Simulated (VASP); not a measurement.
All values below come from HSEsol screened hybrid, VASP's PBE PAW potentials (set 64) (plane waves; VASP).

Input for VASP

File KPOINTS:
```
Automatic mesh
0
G
10 10 10
```

**POSCAR**
```
BN
3.6613330
  0.0000000000   0.5000000008   0.5000000008
  0.5000000008   0.0000000000   0.5000000008
  0.5000000008   0.5000000008   0.0000000000
B N
1 1
Cartesian
  0.0000000000   0.0000000000   0.0000000000
  0.2500000004   0.2500000004   0.2500000004
```

**INCAR**
```
SYSTEM=BN
PREC=Accurate; ENCUT=520; LREAL=.FALSE.
LASPH=.TRUE.; ISYM=3
EDIFF=1E-6; NELM=60; ALGO=Normal
ISMEAR=0; SIGMA=0.05
GGA=PS; LHFCALC=.TRUE.; AEXX=0.25
HFSCREEN=0.2; PRECFOCK=Fast
ISIF=2
LWAVE=.FALSE.; LCHARG=.FALSE.
```

POTCAR, in this order: B N (PBE.64 set). Program: vasp_std. Read from the step before: WAVECAR.

The resulting files:

File OSZICAR:
```
       N       E                     dE             d eps       ncg     rms          rms(c)
DAV:   1    -0.209469928144E+02   -0.20947E+02   -0.29989E-01  1040   0.582E+00    0.522E-01
DAV:   2    -0.209468865968E+02    0.10622E-03   -0.11299E-03   960   0.276E-01    0.317E-01
DAV:   3    -0.209460482216E+02    0.83838E-03   -0.61375E-04   840   0.240E-01    0.166E-01
DAV:   4    -0.209458109154E+02    0.23731E-03   -0.21243E-04   816   0.133E-01    0.870E-02
DAV:   5    -0.209457473802E+02    0.63535E-04   -0.64918E-05   840   0.709E-02    0.463E-02
DAV:   6    -0.209457302002E+02    0.17180E-04   -0.16714E-05   848   0.373E-02    0.247E-02
DAV:   7    -0.209457253602E+02    0.48400E-05   -0.41307E-06   856   0.194E-02    0.133E-02
DAV:   8    -0.209457239438E+02    0.14163E-05   -0.10345E-06   624   0.102E-02    0.726E-03
DAV:   9    -0.209457235100E+02    0.43385E-06   -0.28122E-07   384   0.557E-03
   1 F= -.20945724E+02 E0= -.20945724E+02  d E =-.411490E-20
```

**OUTCAR**
```
------------------------ aborting loop because EDIFF is reached ----------------------------------------
  FORCE on cell =-STRESS in cart. coord.  units (eV):
  Direction    XX          YY          ZZ          XY          YZ          ZX
  --------------------------------------------------------------------------------------
  Total       -1.7559638     -1.7559638     -1.7559638     -0.0000000      0.0000000     -0.0000000
  in kB     -229.2811957   -229.2811957   -229.2811957     -0.0000000      0.0000000     -0.0000000
  external PRESSURE =    -229.2811957 kB  Pullay stress =       0.0000000 kB
  volume of cell :       12.27
      direct lattice vectors                 reciprocal lattice vectors
     0.000000000  1.830666503  1.830666503    -0.273124569  0.273124569  0.273124569
     1.830666503  0.000000000  1.830666503     0.273124569 -0.273124569  0.273124569
     1.830666503  1.830666503  0.000000000     0.273124569  0.273124569 -0.273124569
  FREE ENERGIE OF THE ION-ELECTRON SYSTEM (eV)
  ---------------------------------------------------
  free  energy   TOTEN  =       -20.9457235100 eV

  energy  without entropy=      -20.9457235100  energy(sigma->0) =      -20.94572351

  exchange ACFDT corr.  =         0.00000000  see jH, gK, PRB 81, 115126
```
(Selected blocks of OUTCAR.)

The compound is BN in the zinc blende structure. This cell is one point of a volume scan, at 1.03 of the reference volume. The cell's shape comes from a PBE relaxation.
